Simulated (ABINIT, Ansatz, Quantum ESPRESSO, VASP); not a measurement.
Hf (P6_3/mmc, 2 atoms in the cell) computed with different codes at matched settings

Self-consistent single point.

```
Hf
1.0
    1.57857    -2.73417     0.00000
    1.57857     2.73417     0.00000
    0.00000     0.00000     4.99798
Hf
2
Cartesian
  1.57857   0.91139   1.24950
  1.57857  -0.91139   3.74849
```

Shared settings, as Ansatz (a first-principles code) writes them: kpoints.mp_grid.grid = 8 8 5; magnetization.spin_orbit = true; scf.occupations.method = gaussian; scf.occupations.width = 0.0073 Ry. Potentials and cutoffs stand in the table.

| code | model | pressure (GPa) | cutoff |
|---|---|---|---|
| VASP | PBE, spin-orbit coupling, VASP's PBE PAW potentials (set 64) | 4.11 | 300 eV |
| Quantum ESPRESSO | PBE, spin-orbit coupling, PseudoDojo fully relativistic norm-conserving (PBE) pseudopotentials | 5.23 | 60 Ry |
| ABINIT | PBE, spin-orbit coupling, norm-conserving pseudopotentials (PseudoDojo nc-fr-04 PBE standard) | 5.22 | 789 eV |
| Ansatz | PBE with spin-orbit coupling, default PAW files | 4.86 | default |

The spread over the programs that give each value: pressure within 1.12 GPa.

Ansatz's pressure is given at a fixed set of plane waves, as the other plane-wave codes print theirs; with its correction for the finite basis it is 4.91 GPa.

VASP's run is marked for a possible Pulay error in its stress at this cutoff; no cutoff test was made.

The starting cell has typed, rounded lattice constants, without a prior relaxation at this level. Its lattice was rescaled by a random factor within 2.5 % of one.

Left out of this page: Elk, FLEUR and SIESTA (not drawn, or without a comparable value).

Keys are those of Ansatz 0.2.
